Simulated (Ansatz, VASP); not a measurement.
# Zr16N16O (O on ZrN(001)): VASP beside Ansatz

One calculation is typed for both programs; each brings its own data sets and cutoff. How far apart do they land? The structure shown is the end of the VASP relaxation below.

Calculated with Ansatz 0.2.0; plane waves, with VASP 6.6.1 beside it; single point at PBEsol.

## Step 1: Set-up

The cell holds 33 atoms: 16 Zr, 16 N and 1 O. Cell: a = 6.449 Å, b = 6.449 Å, c = 24.540 Å, α = 90.0°, β = 90.0°, γ = 90.0°. It derives from ZrN. Vacuum lies along c.

Structure file:

```cif
data_structure
_symmetry_space_group_name_H-M 'P 1'
_symmetry_Int_Tables_number 1
_cell_length_a 6.4488
_cell_length_b 6.4488
_cell_length_c 24.5400
_cell_angle_alpha 90.000
_cell_angle_beta 90.000
_cell_angle_gamma 90.000
_cell_volume 1020.55
loop_
_atom_site_label
_atom_site_type_symbol
_atom_site_fract_x
_atom_site_fract_y
_atom_site_fract_z
_atom_site_occupancy
Zr1 Zr 0.00000 0.00000 0.32600 1
Zr2 Zr 0.00000 0.50000 0.32600 1
Zr3 Zr 0.50000 0.00000 0.32600 1
Zr4 Zr 0.50000 0.50000 0.32600 1
Zr5 Zr 0.25000 0.25000 0.41891 1
Zr6 Zr 0.25000 0.75000 0.41891 1
Zr7 Zr 0.75000 0.25000 0.41891 1
Zr8 Zr 0.75000 0.75000 0.41891 1
Zr9 Zr 0.00584 0.00584 0.51162 1
Zr10 Zr 0.00584 0.49416 0.51162 1
Zr11 Zr 0.49416 0.00584 0.51162 1
Zr12 Zr 0.49416 0.49416 0.51162 1
Zr13 Zr 0.25000 0.25000 0.62304 1
Zr14 Zr 0.25000 0.75000 0.60063 1
Zr15 Zr 0.75000 0.25000 0.60063 1
Zr16 Zr 0.75000 0.75000 0.60125 1
N17 N 0.25000 0.25000 0.32600 1
N18 N 0.25000 0.75000 0.32600 1
N19 N 0.75000 0.25000 0.32600 1
N20 N 0.75000 0.75000 0.32600 1
N21 N 0.00000 0.00000 0.41891 1
N22 N 0.00000 0.50000 0.41891 1
N23 N 0.50000 0.00000 0.41891 1
N24 N 0.50000 0.50000 0.41891 1
N25 N 0.25000 0.25000 0.51181 1
N26 N 0.25000 0.75000 0.51253 1
N27 N 0.75000 0.25000 0.51253 1
N28 N 0.75000 0.75000 0.51512 1
N29 N 0.99600 0.99600 0.60392 1
N30 N 0.99600 0.50400 0.60392 1
N31 N 0.50400 0.99600 0.60392 1
N32 N 0.50400 0.50400 0.60392 1
O33 O 0.25000 0.25000 0.69553 1
```

## Step 2: VASP: relaxation, PBEsol

This run makes the geometry at which the two programs are then compared.

Lines of VASP's logs that name or quote its potential files are left out, and so is its time.

INCAR

```
SYSTEM = Zr16N16O
PREC = Normal
ENCUT = 400
EDIFF = 1E-05
NELM = 120
ISMEAR = 1
SIGMA = 0.1
LREAL = Auto
ALGO = Fast
GGA = PS
NBANDS = 168
LASPH = .TRUE.
LORBIT = 11
LWAVE = .FALSE.
LCHARG = .FALSE.
KPAR = 4
NCORE = 2
IBRION = 2
NSW = 80
ISIF = 2
EDIFFG = -0.04
POTIM = 0.4
MAXMIX = 40
IDIPOL = 3
LDIPOL = .TRUE.
DIPOL = 0.5 0.5 0.472
ISYM = 2
```

POSCAR

```
Zr16N16O
1.0
    6.4488138440      0.0000000000      0.0000000000
    0.0000000000      6.4488138440      0.0000000000
    0.0000000000      0.0000000000     24.5400000000
Zr N O
16 16 1
Selective dynamics
Direct
    0.0000000000      0.0000000000      0.3259983700  F F F
    0.0000000000      0.5000000000      0.3259983700  F F F
    0.5000000000      0.0000000000      0.3259983700  F F F
    0.5000000000      0.5000000000      0.3259983700  F F F
    0.2500000000      0.2500000000      0.4189079050  F F F
    0.2500000000      0.7500000000      0.4189079050  F F F
    0.7500000000      0.2500000000      0.4189079050  F F F
    0.7500000000      0.7500000000      0.4189079050  F F F
    0.0000000000      0.0000000000      0.5118174410  T T T
    0.0000000000      0.5000000000      0.5118174410  T T T
    0.5000000000      0.0000000000      0.5118174410  T T T
    0.5000000000      0.5000000000      0.5118174410  T T T
    0.2500000000      0.2500000000      0.6047269760  T T T
    0.2500000000      0.7500000000      0.6047269760  T T T
    0.7500000000      0.2500000000      0.6047269760  T T T
    0.7500000000      0.7500000000      0.6047269760  T T T
    0.2500000000      0.2500000000      0.3259983700  F F F
    0.2500000000      0.7500000000      0.3259983700  F F F
    0.7500000000      0.2500000000      0.3259983700  F F F
    0.7500000000      0.7500000000      0.3259983700  F F F
    0.0000000000      0.0000000000      0.4189079050  F F F
    0.0000000000      0.5000000000      0.4189079050  F F F
    0.5000000000      0.0000000000      0.4189079050  F F F
    0.5000000000      0.5000000000      0.4189079050  F F F
    0.2500000000      0.2500000000      0.5118174410  T T T
    0.2500000000      0.7500000000      0.5118174410  T T T
    0.7500000000      0.2500000000      0.5118174410  T T T
    0.7500000000      0.7500000000      0.5118174410  T T T
    0.0000000000      0.0000000000      0.6047269760  T T T
    0.0000000000      0.5000000000      0.6047269760  T T T
    0.5000000000      0.0000000000      0.6047269760  T T T
    0.5000000000      0.5000000000      0.6047269760  T T T
    0.2500000000      0.2500000000      0.6740016300  T T T
```

KPOINTS

```
Automatic mesh
0
Gamma
4 4 1
0 0 0
```

Potentials, in the order of the species: Zr_sv, N and O (PBE family, release 64).

Run with:

```
$ mpirun -np 8 vasp_std
```

Numbers of over 12 decimals in the logs are rounded to 6 here.

What it wrote:

```text
[banner, memory and clock lines left out]
running    8 mpi-ranks, on    1 nodes
[...]
|                                                                             |
|               ----> ADVICE to this user running VASP <----                  |
|                                                                             |
|     You enforced a specific xc type in the INCAR file but a different       |
|     [... a line on the potential file left out ...]
|     I HOPE YOU KNOW WHAT YOU ARE DOING!                                     |
|                                                                             |

 LDA part: xc-table for (Slater+PW92), standard interpolation
 POSCAR, INCAR and KPOINTS ok, starting setup
[...]
entering main loop
       N       E                     dE             d eps       ncg     rms          rms(c)
DAV:   1     0.268509221850E+04    0.26851E+04   -0.12916E+05  2392   0.125E+03
DAV:   2    -0.739175753408E+02   -0.27590E+04   -0.26793E+04  2424   0.412E+02
[...]
1 F= -.34216189E+03 E0= -.34215458E+03  d E =-.342162E+03
[... from here on, the cycles between the ionic steps are left out ...]
  21 F= -.34367621E+03 E0= -.34367337E+03  d E =-.308561E-02
  22 F= -.34367698E+03 E0= -.34367416E+03  d E =-.764044E-03
[...]
WARNING in EDDRMM: call to ZHEGV failed, returncode =   6  3    138
  23 F= -.34367846E+03 E0= -.34367574E+03  d E =-.224839E-02
  24 F= -.34367784E+03 E0= -.34367527E+03  d E =-.162574E-02
[...]
WARNING in EDDRMM: call to ZHEGV failed, returncode =   6  3    101
[...]
WARNING in EDDRMM: call to ZHEGV failed, returncode =   8  4     59
  25 F= -.34367877E+03 E0= -.34367613E+03  d E =-.255693E-02
  26 F= -.34367935E+03 E0= -.34367677E+03  d E =-.574377E-03
  27 F= -.34367935E+03 E0= -.34367678E+03  d E =-.579080E-03
  28 F= -.34367971E+03 E0= -.34367714E+03  d E =-.364714E-03
  29 F= -.34368021E+03 E0= -.34367763E+03  d E =-.855375E-03
[...]
WARNING in EDDRMM: call to ZHEGV failed, returncode =   6  3     80
[...]
WARNING in EDDRMM: call to ZHEGV failed, returncode =   6  3    124
  30 F= -.34368004E+03 E0= -.34367744E+03  d E =0.167116E-03
  31 F= -.34368011E+03 E0= -.34367752E+03  d E =0.913647E-04
[...]
reached required accuracy - stopping structural energy minimisation
```

OUTCAR, selected parts (step 2):

```text
  Total      -31.5612377    -31.5612377    -15.1420703      0.0000000     -0.0000000      0.0000000
  in kB      -49.5484837    -49.5484837    -23.7717745      0.0000000     -0.0000000      0.0000000
  external PRESSURE =     -40.9562473 kB  Pullay stress =       0.0000000 kB

 POSITION                                       TOTAL-FORCE (eV/Angst)
 -----------------------------------------------------------------------------------
      0.00000      0.00000      8.00000         0.119614      0.119614      1.646241
      0.00000      3.22441      8.00000         0.119614     -0.119614      1.646241
      3.22441      0.00000      8.00000        -0.119614      0.119614      1.646241
      3.22441      3.22441      8.00000        -0.119614     -0.119614      1.646241
      1.61220      1.61220     10.28000        -0.000000     -0.000000     -0.960438
      1.61220      4.83661     10.28000        -0.000000     -0.000000      0.650298
      4.83661      1.61220     10.28000        -0.000000     -0.000000      0.650298
      4.83661      4.83661     10.28000        -0.000000     -0.000000     -0.132031
      0.03768      0.03768     12.55527         0.001338      0.001338     -0.006247
      0.03768      3.18673     12.55527         0.001338     -0.001338     -0.006247
      3.18673      0.03768     12.55527        -0.001338      0.001338     -0.006247
      3.18673      3.18673     12.55527        -0.001338     -0.001338     -0.006247
      1.61220      1.61220     15.28938        -0.000000     -0.000000     -0.002584
      1.61220      4.83661     14.73954        -0.000000     -0.000000      0.021305
[...]
-----------------------------------------------------------------------------------
    total drift:                                0.000000      0.000000     -0.097288

  FREE ENERGIE OF THE ION-ELECTRON SYSTEM (eV)
  ---------------------------------------------------
  free  energy   TOTEN  =      -343.6801138906 eV

  energy  without entropy=     -343.6723328386  energy(sigma->0) =     -343.67752021

 reached required accuracy - stopping structural energy minimisation

[... 3 further parts left out ...]
[key lines of the parts left out:]
E-fermi :   2.2291
```

The run keeps the 8 symmetry operations of its start, so it cannot find a distortion of lower symmetry.

(Part 1 of 2 ends here.)

[Lines on the potential files, build, host, timing and source positions are cut from VASP's logs without a mark.]

[Logs are printed without paths, hosts, clocks, repeated set-up lines and the standing remarks that a program may print on its own settings, such as how far it seeks lower states.]

[Hosts, paths, dates, database ids (printed as entryN), source tags and the programs' standing remarks are cut or masked in the printed files.]
